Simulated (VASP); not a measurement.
# CuRe2Cl (R-3m) in VASP: single point with PBE0

Aim: the single point of CuRe2Cl with PBE0.

All numbers are computed with VASP 6.6.1; they aren't measurements. Logs are shortened: lines on timing, memory, paths and dates and some standing lists are left out, and cuts for length are marked.

## Step 1: The crystal as given

Symmetry: R-3m, No. 166, trigonal system. The conventional cell has a = 3.611 Å, b = 3.611 Å, c = 20.077 Å, α = 90.00°, β = 90.00°, γ = 120.00°. Cl (site symmetry -3m) is surrounded by 6 Re at 2.29 Å. Cu (site symmetry -3m) is surrounded by 2 Re at 2.39 Å. Re (site symmetry 3m) has 3 Cl at 2.29 Å and 1 Cu at 2.39 Å as nearest neighbours.

The cell was built by a generator and needn't be a form met in nature.

## Step 2: Single point, PBE0

POSCAR reads:

```
CuRe2Cl
1.0
    3.6106770000      0.0000000000      0.0000000000
   -1.8053380000      3.1269430000      0.0000000000
    0.0000000000     -2.0846250000      6.6924980000
Cl Cu Re
1 1 2
Direct
    0.5000000000      0.0000000000      0.5000000000
    0.0000000000      0.0000000000      0.0000000000
    0.1190000000      0.2380000000      0.3570000000
    0.8810000000      0.7620000000      0.6430000000
```

INCAR.step1 reads:

```
ALGO = Normal
EDIFF = 1E-5
ENCUT = 520
GGA = PE
ISIF = 2
ISMEAR = -1
ISYM = 0
LASPH = T
LCHARG = F
LREAL = F
LWAVE = T
NBANDS = 24
NELM = 100
PREC = Accurate
SIGMA = 0.1
```

INCAR.step2 reads:

```
AEXX = 0.25
ALGO = Normal
EDIFF = 1E-7
ENCUT = 520
GGA = PE
HFRCUT = -1
ISIF = 2
ISMEAR = -1
ISTART = 1
ISYM = 0
LASPH = T
LCHARG = F
LHFCALC = T
LREAL = F
LWAVE = F
NBANDS = 24
NELM = 100
PREC = Accurate
PRECFOCK = Normal
SIGMA = 0.1
```

KPOINTS reads:

```
k-points
0
Gamma
  4 4 2
```

Potentials or basis: VASP PAW PBE potentials, release 64 (Cl, Cu, Re).

Command:

```
$ cat potpaw_PBE.64/Cl/POTCAR potpaw_PBE.64/Cu/POTCAR potpaw_PBE.64/Re/POTCAR > POTCAR
$ cp INCAR.step1 INCAR
$ mpirun -np 1 vasp_std > vasp.out
$ cp INCAR.step2 INCAR
$ mpirun -np 1 vasp_std > vasp.out
```

OUTCAR:

```text
AEXX = 0.25
   EDIFF = 1E-7
   ENCUT = 520
   GGA = PE
   ISIF = 2
   ISMEAR = -1
   ISTART = 1
   ISYM = 0
   LASPH = T
   LHFCALC = T
   LREAL = F
   NELM = 100
   PREC = Accurate
   PRECFOCK = Normal

 ion  position               nearest neighbor table
   1  0.500  0.000  0.500-   3 2.29   4 2.29   3 2.29   4 2.29   3 2.29   4 2.29
   2  0.000  0.000  0.000-   3 2.39   4 2.39
   3  0.119  0.238  0.357-   1 2.29   1 2.29   1 2.29   2 2.39   4 2.83   4 2.83   4 2.83
   4  0.881  0.762  0.643-   1 2.29   1 2.29   1 2.29   2 2.39   3 2.83   3 2.83   3 2.83

IMPORTANT INFORMATION: All symmetrisations will be switched off!
NOSYMM: (Re-)initialisation of all symmetry stuff for point group C_1.

----------------------------------------------------------------------------------------

                                     Primitive cell

  volume of cell :      75.5609

  direct lattice vectors                    reciprocal lattice vectors
     3.610677000  0.000000000  0.000000000     0.276956371  0.159900536  0.049806911
    -1.805338000  3.126943000  0.000000000     0.000000000  0.319801160  0.099613850
     0.000000000 -2.084625000  6.692498000     0.000000000  0.000000000  0.149421038

  length of vectors
     3.610677000  3.610681074  7.009649839     0.323656827  0.334956268  0.149421038

  position of ions in fractional coordinates (direct lattice)
     0.500000000  0.000000000  0.500000000
     0.000000000  0.000000000  0.000000000
     0.119000000  0.238000000  0.357000000
     0.881000000  0.762000000  0.643000000

  ion indices of the primitive-cell ions
   primitive index   ion index
                 1           1
                 2           2
                 3           3
                 4           4

----------------------------------------------------------------------------------------

 KPOINTS: k-points

Automatic generation of k-mesh.
 Grid dimensions read from file:
 generate k-points for:    4    4    2

 Generating k-lattice:

  Cartesian coordinates                     Fractional coordinates (reciprocal lattice)
     0.069239093  0.039975134  0.012451728     0.250000000  0.000000000  0.000000000
     0.000000000  0.079950290  0.024903463     0.000000000  0.250000000  0.000000000
     0.000000000  0.000000000  0.074710519     0.000000000  0.000000000  0.500000000

  Length of vectors
     0.080914207  0.083739067  0.074710519

  Shift w.r.t. Gamma in fractional coordinates (k-lattice)
     0.000000000  0.000000000  0.000000000

[... 77 lines left out ...]
   PSTRESS=    0.0 pullay stress
   NELECT =      32.0000    total number of electrons
   NUPDOWN=      -1.0000    fix difference up-down
   EMIN   =  10.00;   EMAX   =-10.00  energy-range for DOS
   EFERMI =   0.00;   METHOD = LEGACY
   ISMEAR =    -1;   SIGMA  =   0.10  broadening in eV -4-tet -1-fermi 0-gaus
   EFERMI_NEDOS =   21; number of points for ismear=-14 and -15
   IALGO  =     38    algorithm
   IMIX   =      1    mixing-type and parameters
     AMIX     =   0.40;   BMIX     =  1.00
     AMIX_MAG =   1.60;   BMIX_MAG =  1.00
  volume/ion in A,a.u.               =      18.89       127.48
  Fermi-wavevector in a.u.,A,eV,Ry     =   1.229398  2.323226 20.564113  1.511420
  Thomas-Fermi vector in A             =   2.364287
   LORBIT       =      0    0 simple, 1 ext, 2 COOP (PROOUT), +10 PAW based schemes
   GGA     = PE    functional components
   LHFCALC =     T    Hartree Fock is set to
   PRECFOCK=normal    Normal, Fast or Accurate (Low or Medium for compatibility)
   ENCUT4O =  -1.0   cutoff for four orbital integrals eV
   NKREDX  =     1    reduce k-point grid by
   NKREDY  =     1    reduce k-point grid by
   NKREDZ  =     1    reduce k-point grid by
   AEXX    =    0.2500 exact exchange contribution
   HFSCREEN=    0.0000 screening length (either q_TF or 0.3 A-1)
   HFSCREENC=   0.0000 screening length for correlation (either q_TF or 0.3 A-1)
   ENCUTFOCK=  -1.0 apply spherical cutoff to Coloumb kernel
   IVDW    =     0    specifies the selected vdW correction
   LEPSILON=     F    determine dielectric tensor
   LRPA    =     F    only Hartree local field effects (RPA)
 non-spin polarized calculation
  energy-cutoff  :      520.00
  volume of cell :       75.56
 maximum number of plane-waves:      2058
 NGX is ok and might be reduce to    28
  NGX = 24; NGY = 24; NGZ = 40

 number of electron      32.0000007 magnetization

 Free energy of the ion-electron system (eV)
  ---------------------------------------------------
  ext. energy  EPLUGINS =         0.00000000
  ---------------------------------------------------
  free energy    TOTEN  =       -29.02047862 eV

  energy without entropy =      -29.00114711  energy(sigma->0) =      -29.01081287

 E-fermi :   4.9151     XC(G=0):  -8.5773

 val. band max:        4.8377424548   @ k =   0.5000   0.2500   0.5000
 cond. band min:       5.3458969366   @ k =   0.0000   0.0000   0.5000
 fundamental gap:      0.5081544818
 Fermi energy:         4.9151434579

 k-point     1 :       0.0000    0.0000    0.0000
  band No.  band energies     occupation
      1     -18.4260      2.00000
      2      -6.6601      2.00000
      3      -6.6585      2.00000
      4      -6.5442      2.00000
      5      -0.9942      2.00000
      6       0.0044      2.00000
[... 529 lines left out ...]
     23      10.6923      0.00000
     24      13.6321      0.00000

------------------------ aborting loop because EDIFF is reached ----------------------------------------

  FORCE on cell =-STRESS in cart. coord.  units (eV):
  Direction    XX          YY          ZZ          XY          YZ          ZX
  --------------------------------------------------------------------------------------
  -------------------------------------------------------------------------------------
  Total       -2.5085483     -2.7264713      0.0502232     -0.0000380      0.0396762     -0.0000024
  in kB      -53.1907598    -57.8115557      1.0649221     -0.0008063      0.8412854     -0.0000502
  external PRESSURE =     -36.6457978 kB  Pullay stress =       0.0000000 kB

 VOLUME and BASIS-vectors are now :
 -----------------------------------------------------------------------------
  energy-cutoff  :      520.00
  volume of cell :       75.56
      direct lattice vectors                 reciprocal lattice vectors
     3.610677000  0.000000000  0.000000000     0.276956371  0.159900536  0.049806911
    -1.805338000  3.126943000  0.000000000     0.000000000  0.319801160  0.099613850
     0.000000000 -2.084625000  6.692498000     0.000000000  0.000000000  0.149421038

 POSITION                                       TOTAL-FORCE (eV/Angst)
 -----------------------------------------------------------------------------------
      1.80534     -1.04231      3.34625         0.000002     -0.000001      0.000012
      0.00000      0.00000      0.00000         0.000000      0.000001     -0.000016
      0.00000      0.00000      2.38922        -0.000000      0.019165      3.215281
      1.80534      1.04232      4.30328        -0.000002     -0.019165     -3.215278
 -----------------------------------------------------------------------------------
    total drift:                               -0.000002      0.000002      0.000031

  FREE ENERGIE OF THE ION-ELECTRON SYSTEM (eV)
  ---------------------------------------------------
  free  energy   TOTEN  =       -29.0204786232 eV

  energy  without entropy=      -29.0011471146  energy(sigma->0) =      -29.01081287
```

OUTCAR.step1:

```text
EDIFF = 1E-5
   ENCUT = 520
   GGA = PE
   ISIF = 2
[... 748 lines left out ...]
      1.80534     -1.04231      3.34625        -0.000019     -0.000030      0.000193
      0.00000      0.00000      0.00000        -0.000005     -0.000025     -0.000092
      0.00000      0.00000      2.38922        -0.000011     -0.027279      1.580382
      1.80534      1.04232      4.30328         0.000035      0.027335     -1.580482
 -----------------------------------------------------------------------------------
    total drift:                                0.000019      0.000045      0.000283

  FREE ENERGIE OF THE ION-ELECTRON SYSTEM (eV)
  ---------------------------------------------------
  free  energy   TOTEN  =       -21.9760036525 eV

  energy  without entropy=      -21.8844814869  energy(sigma->0) =      -21.93024257
```

It took 42 min on 1 thread of Intel Xeon Platinum 8559C (Emerald Rapids), shared host; peak memory 0.25 GiB.

Results:

| Quantity | Value |
| --- | --- |
| Free energy | -29.0205 eV |
| Pressure | -3.7 GPa |
| Largest force | 3.215 eV/Å |
| Band gap on the k mesh | none (metal or under the smearing width) |

Forces on the atoms (eV/Å):
```
Cl   0.000  0.000  0.000
Cu   0.000  0.000  0.000
Re   0.000  0.019  3.215
Re   0.000 -0.019 -3.215
```

Caveat: the k mesh is coarse (spacing up to 0.53 Å⁻¹), so the values aren't converged, least of all with exact exchange; the PAW data sets were made with another functional, which shifts forces and pressure a little; the run has no spin polarisation, though such a crystal can be magnetic.
